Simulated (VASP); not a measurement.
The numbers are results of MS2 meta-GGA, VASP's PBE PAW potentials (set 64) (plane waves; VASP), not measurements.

The input files of a VASP run:

KPOINTS_OPT:
```
k-points along high-symmetry lines
6
Line-mode
Reciprocal
  0.000000   0.000000   0.000000 ! GAMMA
  0.500000   0.000000   0.000000 ! M

  0.500000   0.000000   0.000000 ! M
  0.333333   0.333333   0.000000 ! K

  0.333333   0.333333   0.000000 ! K
  0.000000   0.000000   0.000000 ! GAMMA

  0.000000   0.000000   0.000000 ! GAMMA
  0.000000   0.000000   0.500000 ! A

  0.000000   0.000000   0.500000 ! A
  0.500000   0.000000   0.500000 ! L

  0.500000   0.000000   0.500000 ! L
  0.333333   0.333333   0.500000 ! H

  0.333333   0.333333   0.500000 ! H
  0.000000   0.000000   0.500000 ! A

  0.500000   0.000000   0.500000 ! L
  0.500000   0.000000   0.000000 ! M

  0.333333   0.333333   0.500000 ! H
  0.333333   0.333333   0.000000 ! K
```

KPOINTS:
```
Automatic mesh
0
Gamma
7 7 4
0 0 0
```

POSCAR:
```
MgI2
14.434750
  0.1444436328  -0.2501836809   0.0000000000
  0.1444436328   0.2501836809   0.0000000000
  0.0000000000   0.0000000000   0.5000000005
Mg I
1 2
Cartesian
  0.0000000000   0.0000000000   0.0000000000
  0.1444436328   0.0833947271   0.1146007989
  0.1444436328  -0.0833947271   0.3853992016
```

### INCAR
```
! general
SYSTEM  = MgI2
PREC    = Accurate
ENCUT   = 520
LREAL   = .FALSE.   ! projection in real space or not
LASPH   = .TRUE.   ! aspherical one-centre terms

! electronic loop
EDIFF   = 1E-7   ! SCF stop (eV)
NELM    = 100   ! most electronic steps
ALGO    = Normal   ! blocked Davidson
LMAXMIX = 4
LMIXTAU = .TRUE.

! smearing
ISMEAR  = -5

! functional
METAGGA = MS2

! ions
ISIF    = 2

! output
LWAVE   = .FALSE.
LCHARG  = .FALSE.
LORBIT  = 11   ! lm-projected
NEDOS   = 601   ! DOS grid

! other
LEFG    = .TRUE.
```

POTCAR, in this order: Mg I (PBE.64 set). Program: vasp_std.

The resulting files:

**OSZICAR**
```
       N       E                     dE             d eps       ncg     rms          rms(c)
DAV:   1     0.776710651820E+02    0.77671E+02   -0.56702E+03   672   0.100E+03
DAV:   2    -0.323439585612E+01   -0.80905E+02   -0.75287E+02   976   0.156E+02
DAV:   3    -0.913897804078E+01   -0.59046E+01   -0.58809E+01   856   0.496E+01
DAV:   4    -0.923732168764E+01   -0.98344E-01   -0.98317E-01   900   0.777E+00
DAV:   5    -0.923911505463E+01   -0.17934E-02   -0.17926E-02   848   0.103E+00    0.758E+00
DAV:   6    -0.654164393149E+01    0.26975E+01   -0.24781E+00   672   0.203E+01    0.366E+00
DAV:   7    -0.213502095363E+01    0.44066E+01   -0.30210E+00   672   0.160E+01    0.115E+00
DAV:   8    -0.217116992955E+01   -0.36149E-01   -0.58561E-02   812   0.230E+00    0.921E-01
DAV:   9    -0.215007443551E+01    0.21095E-01   -0.23024E-02   752   0.130E+00    0.693E-01
DAV:  10    -0.220404857269E+01   -0.53974E-01   -0.28946E-01   756   0.466E+00    0.105E+00
DAV:  11    -0.218800236503E+01    0.16046E-01   -0.12362E-01   680   0.400E+00    0.417E-01
DAV:  12    -0.220208381344E+01   -0.14081E-01   -0.53503E-03   804   0.682E-01    0.147E-01
DAV:  13    -0.222600529133E+01   -0.23921E-01   -0.14180E-02   688   0.148E+00    0.371E-01
DAV:  14    -0.223705871169E+01   -0.11053E-01   -0.34661E-03   764   0.776E-01    0.191E-01
DAV:  15    -0.223786739172E+01   -0.80868E-03   -0.94143E-04   756   0.375E-01    0.181E-01
DAV:  16    -0.223873256365E+01   -0.86517E-03   -0.93861E-04   704   0.461E-01    0.346E-02
DAV:  17    -0.223919847195E+01   -0.46591E-03   -0.16308E-04   756   0.159E-01    0.370E-02
DAV:  18    -0.223932631811E+01   -0.12785E-03   -0.19884E-04   704   0.192E-01    0.263E-02
DAV:  19    -0.223931655615E+01    0.97620E-05   -0.78008E-06   844   0.293E-02    0.137E-02
DAV:  20    -0.223924583208E+01    0.70724E-04   -0.28818E-05   708   0.647E-02    0.148E-02
DAV:  21    -0.223933787200E+01   -0.92040E-04   -0.71855E-05   696   0.102E-01    0.595E-03
DAV:  22    -0.223934056604E+01   -0.26940E-05   -0.36756E-06   776   0.276E-02    0.185E-03
DAV:  23    -0.223934082000E+01   -0.25396E-06   -0.67003E-08   572   0.277E-03    0.944E-04
DAV:  24    -0.223934082480E+01   -0.47955E-08   -0.11786E-07   516   0.439E-03
   1 F= -.22393408E+01 E0= -.22393408E+01  d E =0.000000E+00
       N       E                     dE             ncg
       N       E                     dE             ncg
```

File OUTCAR:
```
------------------------ aborting loop because EDIFF is reached ----------------------------------------
  FORCE on cell =-STRESS in cart. coord.  units (eV):
  Direction    XX          YY          ZZ          XY          YZ          ZX
  --------------------------------------------------------------------------------------
  Total       -0.0253951     -0.0253951     -0.0098241      0.0000000      0.0000000      0.0000000
  in kB       -0.3743476     -0.3743475     -0.1448167      0.0000000      0.0000000      0.0000000
  external PRESSURE =      -0.2978372 kB  Pullay stress =       0.0000000 kB
  volume of cell :      108.69
      direct lattice vectors                 reciprocal lattice vectors
     2.085007728 -3.611338888  0.000000000     0.239807265 -0.138452805  0.000000000
     2.085007728  3.611338888  0.000000000     0.239807265  0.138452805  0.000000000
     0.000000000  0.000000000  7.217375007     0.000000000  0.000000000  0.138554530
 POSITION                                       TOTAL-FORCE (eV/Angst)
 -----------------------------------------------------------------------------------
      0.00000      0.00000      0.00000        -0.000000      0.000000      0.000000
      2.08501      1.20378      1.65423         0.000000      0.000000     -0.019158
      2.08501     -1.20378      5.56314         0.000000     -0.000000      0.019158
 -----------------------------------------------------------------------------------
    total drift:                               -0.000000     -0.000000      0.000000
  FREE ENERGIE OF THE ION-ELECTRON SYSTEM (eV)
  ---------------------------------------------------
  free  energy   TOTEN  =        -2.2393408248 eV

  energy  without entropy=       -2.2393408248  energy(sigma->0) =       -2.23934082

 total charge

# of ion       s       p       d       tot
------------------------------------------
    1        0.135   0.111   0.027   0.272
    2        1.502   2.873   0.013   4.388
    3        1.502   2.873   0.013   4.388
--------------------------------------------------
tot          3.138   5.857   0.053   9.048

 Electric field gradients after diagonalization (V/A^2)
 (convention: |V_zz| > |V_xx| > |V_yy|)
----------------------------------------------------------------------
 ion       V_xx      V_yy      V_zz     asymmetry (V_yy - V_xx)/ V_zz
----------------------------------------------------------------------
   1      -0.253    -0.253     0.505       0.000
   2      29.640    29.638   -59.278       0.000
   3      29.640    29.638   -59.278       0.000
```
(Selected blocks of OUTCAR.)

The compound is MgI2 in the 1T layered structure. It was relaxed first, which changed the volume by +6 %.
